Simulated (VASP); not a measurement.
Data:

```
BaF2
1.0
    0.00000     3.10750     3.10750
    3.10750     0.00000     3.10750
    3.10750     3.10750     0.00000
Ba F
1 2
Direct
  0.00000   0.00000   0.00000
  0.25000   0.25000   0.25000
  0.75000   0.75000   0.75000
```

Computed with vdW-DF-cx, VASP's PBE PAW potentials (set 64) (plane waves; VASP 6.6.1). Numerical set-up: 520 eV cut-off, Gaussian smearing of 0.050 eV, potentials Ba_sv F.

Unless said otherwise, spin-orbit coupling is left out, though it shifts the bands of the heavy elements here.

### Question
Give the energies of bands 7 to 15 at the high-symmetry points, in eV from the valence-band maximum.

### Answer

| band | Γ | X | U | L | W |
|---|---|---|---|---|---|
| 7 | -1.48 | -1.51 | -1.27 | -1.07 | -1.21 |
| 8 | -1.48 | -0.35 | -0.55 | -1.07 | -0.62 |
| 9 | -1.48 | -0.35 | -0.53 | -0.66 | -0.35 |
| 10 | -0.08 | -0.34 | -0.35 | -0.35 | -0.35 |
| 11 | -0.08 | -0.34 | -0.19 | -0.17 | -0.30 |
| 12 | -0.08 | -0.12 | -0.18 | -0.17 | -0.18 |
| 13 | 6.79 | 7.28 | 7.58 | 9.11 | 7.59 |
| 14 | 9.19 | 9.02 | 9.38 | 9.18 | 9.79 |
| 15 | 9.19 | 10.65 | 9.92 | 9.18 | 9.88 |

The gap is indirect, 6.79 eV, from the valence maximum at K-Γ at 0.43 to the conduction minimum at Γ.

Measured: gap 10.50 eV (computed value off by -3.71 eV), as given by Andrés Aguado et al., Journal of the Physical Society of Japan (1999), arXiv:cond-mat/9901145.

The compound is BaF2 in the fluorite structure. It was relaxed first.
